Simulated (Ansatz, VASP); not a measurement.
# BeInH3 in two plane-wave programs, part 2 of 2

One calculation is typed for both programs; each brings its own data sets. How far apart do they land? The cell is generated by rule, not measured, and may not be a known phase. The two relaxations start from unlike cells of this crystal (the structure described is Ansatz's start), so only their ends are compared.

VASP 6.6.1 and Ansatz 0.2.0.

So far: Set-up; Ansatz: relaxation of cell and atoms, LDA, pair 1; VASP: relaxation of cell and atoms, LDA, pair 1; Side by side.

The structure was built from a prototype and need not be the compound's stable phase.

### 5. Ansatz: relaxation of cell and atoms, LDA, pair 2

Level of this step: Ansatz beside VASP: Kohn-Sham DFT, plane waves, LDA (Ansatz).

The relaxed volume is the usual yardstick between codes: in a stiff, nearly cubic crystal its relative difference is about their pressure difference at one cell divided by the bulk modulus.

The two relaxations start from unlike cells of this crystal, so only their ends are compared.

input.yaml

```yaml
crystal:
  lattice:
    - [3.5304351694, 0.0, 0.0]
    - [0.0, 3.5304351694, 0.0]
    - [0.0, 0.0, 3.5304351694]
  atoms:
    - { symbol: In, position: [0.0, -7.2645e-06, 0.0] }
    - { symbol: Be, position: [0.5, 0.5143396568, 0.5] }
    - { symbol: H, position: [0.5, 0.4674683874, 0.0] }
    - { symbol: H, position: [0.5, -0.0623152641, 0.5] }
    - { symbol: H, position: [0.0, 0.4674683874, 0.5] }
kpoints:
  mp_grid: { grid: [12, 12, 12] }
hamiltonian:
  xc: lda
  pseudopotentials: { kind: paw, azcp: { folder: soft_1 }, xc_functional: pbe }
scf:
  occupations: { method: methfessel_paxton, width: 0.2 }
output:
  forces: true
  stress: true
  eigenvalues: true
relax:
  adjacent_minimum: "off"
  f_tol: 0.002
  max_steps: 120
  cell: { stress_tol: 0.03 }
```

Launch:

```bash
$ ansatz run input.yaml --threads 4 --pin off --max-ram 16384MiB --backend cpu --events-out ev --progress --plain --runs-dir out
```

Numbers of over 12 decimals in the logs are rounded to 6 here.

Log:

```text
[...]
Crystal: 5 atoms, lattice volume = 44.003 Å³
Basis set: ecut = 420 eV, 847 PW (Γ)
Bands: 14, of which v1, the nominal top of the filled ones, is band 9 counted from 1 (8 counted from 0)
Symmetry: 8 space group operations
[...]
k-points: 196 of 1728 (time reversal used)
[...]
--- Relaxed structure (30 steps of the walk, 26 accepted, 3 SCFs on fresh bases) ---
[...]
cell:  # Å, volume = 49.6821 Å³
    - [2.972214, 0, 0]
    - [0, 5.623931, 0.0]
    - [0, 0.0, 2.972214]
  atoms:
    - { symbol: In, position: [0, 0.070995, 0] }
    - { symbol: Be, position: [0.5, 0.554856, 0.5] }
    - { symbol: H, position: [0.5, 0.474147, 0] }
    - { symbol: H, position: [0.5, -0.187192, 0.5] }
    - { symbol: H, position: [0, 0.474147, 0.5] }
[key lines of the parts left out:]
SCF converged after 5 iterations
Free energy (F): -5590.921400 eV
Fermi energy:    6.262750 eV
P = ⅓ Tr σ = 0.0008 GPa (0.008 kbar)
```

### 6. VASP: relaxation of cell and atoms, LDA, pair 2

Its own start cell and the same functional (in two slightly different forms), mesh and smearing now go to VASP, with its own data sets.

INCAR

```
SYSTEM = BeInH3
PREC = Accurate
ENCUT = 600
EDIFF = 1E-07
NELM = 120
ISMEAR = 1
SIGMA = 0.2
LREAL = .FALSE.
ALGO = Normal
GGA = CA
NBANDS = 15
LORBIT = 11
LWAVE = .FALSE.
LCHARG = .FALSE.
ISIF = 3
IBRION = 2
NSW = 80
EDIFFG = -0.005
LASPH = .TRUE.
GGA_COMPAT = .FALSE.
NELMIN = 4
KPAR = 2
```

POSCAR

```
BeInH3
1.0
    3.0156012311      0.0000000000      0.0000000000
    0.0000000000      5.4090672539      0.0000000000
    0.0000000000      0.0000000000      3.0156012311
In Be H
1 1 3
Direct
    0.0000000000      0.0642721357      0.0000000000
    0.5000001416      0.5521423775      0.5000001416
    0.5000001416      0.4751596404      0.0000000000
    0.5000001416      0.8202202214      0.5000001416
    0.0000000000      0.4751596404      0.5000001416
```

KPOINTS

```
Automatic mesh
0
Gamma
12 12 12
0 0 0
```

Potentials, in the order of the species: In_d, Be and H (LDA family, release 64).

Launch:

```bash
$ mpirun -np 2 vasp_std
```

Log:

```text
[... set-up lines as in an earlier step ...]
 entering main loop
       N       E                     dE             d eps       ncg     rms          rms(c)
DAV:   1     0.929948947821E+02    0.92995E+02   -0.84103E+03  5894   0.149E+03
DAV:   2    -0.118175256882E+02   -0.10481E+03   -0.10007E+03  6132   0.314E+02
DAV:   3    -0.179777708285E+02   -0.61602E+01   -0.61050E+01  7882   0.751E+01
DAV:   4    -0.181013855721E+02   -0.12361E+00   -0.12358E+00  6722   0.109E+01
[...]
DAV:  11    -0.165095340187E+02    0.90549E-05   -0.91053E-05  7878   0.870E-02    0.346E-02
DAV:  12    -0.165095345714E+02   -0.55273E-06   -0.94844E-06  7236   0.263E-02    0.101E-02
DAV:  13    -0.165095345912E+02   -0.19753E-07   -0.88451E-07  7329   0.629E-03
   1 F= -.16509535E+02 E0= -.16509673E+02  d E =-.165095E+02
[... from here on, the cycles between the ionic steps are left out ...]
   2 F= -.16510830E+02 E0= -.16510958E+02  d E =-.129542E-02
   3 F= -.16512030E+02 E0= -.16512039E+02  d E =-.249534E-02
   4 F= -.16513045E+02 E0= -.16512953E+02  d E =-.101520E-02
   6 F= -.16514798E+02 E0= -.16514421E+02  d E =-.276765E-02
   7 F= -.16515878E+02 E0= -.16515457E+02  d E =-.108074E-02
   8 F= -.16516482E+02 E0= -.16515968E+02  d E =-.168428E-02
   9 F= -.16516485E+02 E0= -.16515963E+02  d E =-.168728E-02
  10 F= -.16516657E+02 E0= -.16516101E+02  d E =-.172035E-03
  11 F= -.16516943E+02 E0= -.16516278E+02  d E =-.457690E-03
  12 F= -.16516961E+02 E0= -.16516265E+02  d E =-.476494E-03
  13 F= -.16517061E+02 E0= -.16516337E+02  d E =-.995077E-04
  14 F= -.16517066E+02 E0= -.16516346E+02  d E =-.104239E-03
  15 F= -.16517121E+02 E0= -.16516386E+02  d E =-.555355E-04
  16 F= -.16517129E+02 E0= -.16516382E+02  d E =-.635147E-04
[...]
reached required accuracy - stopping structural energy minimisation
```

Parts of OUTCAR (step 6):

```text
  Total       -0.0062520      0.0047822     -0.0062520      0.0000000      0.0000000      0.0000000
  in kB       -0.2011091      0.1538308     -0.2011091      0.0000000      0.0000000      0.0000000
  external PRESSURE =      -0.0827958 kB  Pullay stress =       0.0000000 kB

 POSITION                                       TOTAL-FORCE (eV/Angst)
 -----------------------------------------------------------------------------------
      0.00000      0.41077      0.00000         0.000000     -0.002118     -0.000000
      1.47837      3.17062      1.47837        -0.000000     -0.004622     -0.000000
      1.47837      2.69927      0.00000        -0.000000      0.003288      0.000000
      1.47837      4.61923      1.47837        -0.000000      0.000163      0.000000
      2.95674      2.69927      1.47837        -0.000000      0.003288      0.000000
 -----------------------------------------------------------------------------------
    total drift:                               -0.000037      0.000379     -0.000038

  FREE ENERGIE OF THE ION-ELECTRON SYSTEM (eV)
  ---------------------------------------------------
  free  energy   TOTEN  =       -16.5171291137 eV

  energy  without entropy=      -16.5148872169  energy(sigma->0) =      -16.51638181

[... 1 part as in an earlier step ...]

[... 3 further parts left out ...]
[key lines of the parts left out:]
E-fermi :   4.4749
```

### 7. Differences

Both answers:

| quantity | Ansatz | VASP | difference |
| --- | --- | --- | --- |
| volume (Å³) | 49.68 | 49.81 | -0.25 % |
| edge a after relaxation, in the typed setting (Å) | 2.972 | 2.957 | +0.52 % |
| edge b after relaxation, in the typed setting (Å) | 5.624 | 5.697 | -1.29 % |

### 8. VASP: relaxation of cell and atoms, LDA, pair 3

The relaxed volume is the usual yardstick between codes: in a stiff, nearly cubic crystal its relative difference is about their pressure difference at one cell divided by the bulk modulus. This pair takes another cell of the material, with 10 atoms against 5 for the pair before.

INCAR, as its differences from that of step 6:

```diff
@@ -10,3 +10,3 @@
 GGA = CA
-NBANDS = 15
+NBANDS = 28
 LORBIT = 11
```

POSCAR

```
BeInH3
1.0
   -4.6818771702      0.0000000000      0.0000000000
    0.0000000000     -3.2417333411     -3.2417333411
    0.0000000000     -3.2417333411      3.2417333411
In Be H
2 2 6
Direct
    0.0000000000      0.0000000000      0.0000000000
    0.0000000000      0.5000000000      0.5000000000
    0.4674483940      0.0000000000      0.5000001416
    0.5325518893      0.5000001416      0.0000000000
    0.5000001416      0.2500000708      0.2500000708
    0.5000001416      0.7500000708      0.7500000708
    0.5000001416      0.2499999292      0.7500000708
    0.5000001416      0.7500000708      0.2499999292
    0.1621973719      0.0000000000      0.5000001416
    0.8378026281      0.5000001416      0.0000000000
```

KPOINTS

```
Automatic mesh
0
Gamma
10 8 8
0 0 0
```

Launch:

```bash
$ mpirun -np 2 vasp_std
```

Log:

```text
[banner, memory and clock lines left out]
running    2 mpi-ranks, on    1 nodes
[...]
LDA part: xc-table for (Slater(with rela. corr.)+CA(PZ))
 , standard interpolation
 POSCAR, INCAR and KPOINTS ok, starting setup
[...]
entering main loop
       N       E                     dE             d eps       ncg     rms          rms(c)
DAV:   1     0.285645754920E+03    0.28565E+03   -0.17401E+04  5040   0.161E+03
DAV:   2    -0.437426721250E+01   -0.29002E+03   -0.27849E+03  5056   0.388E+02
DAV:   3    -0.342042902895E+02   -0.29830E+02   -0.29100E+02  6348   0.132E+02
DAV:   4    -0.354126489820E+02   -0.12084E+01   -0.12048E+01  6200   0.249E+01
[...]
DAV:  14    -0.324702745446E+02    0.39347E-06   -0.99541E-06  7000   0.214E-02    0.382E-03
DAV:  15    -0.324702741495E+02    0.39503E-06   -0.23163E-06  5348   0.916E-03    0.195E-03
DAV:  16    -0.324702741697E+02   -0.20137E-07   -0.11439E-07  3628   0.233E-03
   1 F= -.32470274E+02 E0= -.32470194E+02  d E =-.324703E+02
[... from here on, the cycles between the ionic steps are left out ...]
   2 F= -.32470693E+02 E0= -.32470624E+02  d E =-.418842E-03
   3 F= -.32471016E+02 E0= -.32470959E+02  d E =-.741814E-03
   4 F= -.32471040E+02 E0= -.32471003E+02  d E =-.766172E-03
   6 F= -.32471426E+02 E0= -.32471379E+02  d E =-.295057E-03
   7 F= -.32472098E+02 E0= -.32472044E+02  d E =-.967673E-03
   8 F= -.32472483E+02 E0= -.32472387E+02  d E =-.135208E-02
   9 F= -.32472839E+02 E0= -.32472722E+02  d E =-.356175E-03
  10 F= -.32473381E+02 E0= -.32473133E+02  d E =-.898392E-03
  11 F= -.32473397E+02 E0= -.32473115E+02  d E =-.914904E-03
  12 F= -.32473605E+02 E0= -.32473332E+02  d E =-.207059E-03
  13 F= -.32473869E+02 E0= -.32473627E+02  d E =-.471564E-03
  14 F= -.32473988E+02 E0= -.32473746E+02  d E =-.118942E-03
  15 F= -.32473988E+02 E0= -.32473746E+02  d E =-.118938E-03
  16 F= -.32474028E+02 E0= -.32473782E+02  d E =-.399643E-04
 trial-energy change:   -0.000040  1 .order   -0.000040   -0.000061   -0.000019
 step:   2.6553(harm=  2.6553)  dis= 0.00172  next Energy=   -32.474033 (dE=-0.446E-04)
 reached required accuracy - stopping structural energy minimisation
```

OUTCAR, selected parts (step 8):

```text
  Total        0.0303128     -0.0015461     -0.0015461      0.0000000      0.0000000      0.0000000
  in kB        0.4893697     -0.0249597     -0.0249597      0.0000000      0.0000000      0.0000000
  external PRESSURE =       0.1464835 kB  Pullay stress =       0.0000000 kB

 POSITION                                       TOTAL-FORCE (eV/Angst)
 -----------------------------------------------------------------------------------
      0.00000     -3.22142      3.22142        -0.000000      0.000000     -0.000000
      0.00000     -3.22142      0.00000         0.000000     -0.000000      0.000000
     -2.23460     -4.83213     -1.61071        -0.002915     -0.000000      0.000000
     -2.54702     -1.61071     -1.61071         0.002915      0.000000     -0.000000
     -2.39081     -1.61071      0.00000        -0.000000     -0.000000     -0.000000
     -2.39081     -4.83213      0.00000        -0.000000      0.000000      0.000000
     -2.39081     -3.22142      1.61071         0.000000     -0.000000     -0.000000
     -2.39081     -3.22142     -1.61071         0.000000      0.000000     -0.000000
     -0.80440     -1.61071      1.61071        -0.002854     -0.000000      0.000000
     -3.97722     -4.83213      1.61071         0.002854      0.000000     -0.000000
 -----------------------------------------------------------------------------------
    total drift:                                0.000006      0.000061      0.000000

  FREE ENERGIE OF THE ION-ELECTRON SYSTEM (eV)
  ---------------------------------------------------
  free  energy   TOTEN  =       -32.4740279106 eV

  energy  without entropy=      -32.4732904858  energy(sigma->0) =      -32.47378210

[... 1 part as in an earlier step ...]

[... 3 further parts left out ...]
[key lines of the parts left out:]
E-fermi :   4.4442
```

### 9. Ansatz: relaxation of cell and atoms, LDA, pair 3

Its own start cell and the same functional (in two slightly different forms), mesh and smearing now go to Ansatz, which takes its cutoff from its data sets.

The two relaxations start from unlike cells of this crystal, so only their ends are compared.

input.yaml, the sections that differ from step 5:

```yaml
crystal:
  lattice:
    - [-3.5304351694, 0.0, 0.0]
    - [0.0, -3.5304351694, -3.5304351694]
    - [0.0, -3.5304351694, 3.5304351694]
  atoms:
    - { symbol: In, position: [1.0, 0.0, 0.0] }
    - { symbol: In, position: [1.0, 0.5, 0.5] }
    - { symbol: Be, position: [0.4943202525, 0.0, 0.5] }
    - { symbol: Be, position: [0.5056797475, 0.5, 0.0] }
    - { symbol: H, position: [0.5, 0.25, 0.25] }
    - { symbol: H, position: [0.5, 0.75, 0.75] }
    - { symbol: H, position: [0.5, 0.25, 0.75] }
    - { symbol: H, position: [0.5, 0.75, 0.25] }
    - { symbol: H, position: [0.0623152641, 0.0, 0.5] }
    - { symbol: H, position: [-0.0623152641, 0.5, 0.0] }
kpoints:
  mp_grid: { grid: [10, 8, 8] }
# hamiltonian, scf, output, relax: as in step 5
```

Launch:

```bash
$ ansatz run input.yaml --threads 4 --pin off --max-ram 16384MiB --backend cpu --events-out ev --progress --plain --runs-dir out
```

Log:

```text
[...]
Crystal: 10 atoms, lattice volume = 88.006 Å³
Basis set: ecut = 420 eV, 1719 PW (Γ)
Bands: 28, of which v1, the nominal top of the filled ones, is band 18 counted from 1 (17 counted from 0)
Symmetry: 16 space group operations
[...]
k-points: 90 of 640
[...]
- { symbol: Be, position: [0.467430, 0.0, 0.500000] }
    - { symbol: Be, position: [0.532570, 0.500000, 0.0] }
    - { symbol: H, position: [0.500000, 0.250000, 0.250000] }
    - { symbol: H, position: [0.500000, 0.750000, 0.750000] }
    - { symbol: H, position: [0.500000, 0.25, 0.750000] }
    - { symbol: H, position: [0.500000, 0.750000, 0.25] }
    - { symbol: H, position: [0.168887, 0.0, 0.500000] }
    - { symbol: H, position: [-0.168887, 0.500000, 0.0] }
[key lines of the parts left out:]
SCF converged after 5 iterations
Free energy (F): -11181.289613 eV
Fermi energy:    6.237113 eV
P = ⅓ Tr σ = 0.0010 GPa (0.010 kbar)
```

### 10. Differences

Compared:

| quantity | Ansatz | VASP | difference |
| --- | --- | --- | --- |
| volume (Å³) | 99.17 | 99.24 | -0.08 % |
| edge a after relaxation, in the typed setting (Å) | 4.789 | 4.782 | +0.15 % |
| edge b after relaxation, in the typed setting (Å) | 4.551 | 4.556 | -0.11 % |

### 11. What came out

```
difference in volume (relaxation of cell and atoms, LDA, pair 1)                                        : -0.19 %
difference in edge b after relaxation, in the typed setting (relaxation of cell and atoms, LDA, pair 2) : -1.3 %
difference in edge a after relaxation, in the typed setting (relaxation of cell and atoms, LDA, pair 3) : 0.15 %
```

What this shows: The difference in edge b after relaxation, in the typed setting is -1.3 % (relaxation of cell and atoms, LDA, pair 2), beyond the 1.2 % picked in this series as the mark of a large difference, as far as the stopping tolerances let one tell. Such differences can come from data sets, numerical settings and the points named under the comparisons, not from the functional's error against experiment.

[Lines on the potential files, build, host, timing and source positions are cut from VASP's logs without a mark.]

[Logs are printed without paths, hosts, clocks, repeated set-up lines and the standing remarks that a program may print on its own settings, such as how far it seeks lower states.]

[Hosts, paths, dates, database ids (printed as entryN), source tags and the programs' standing remarks are cut or masked in the printed files.]
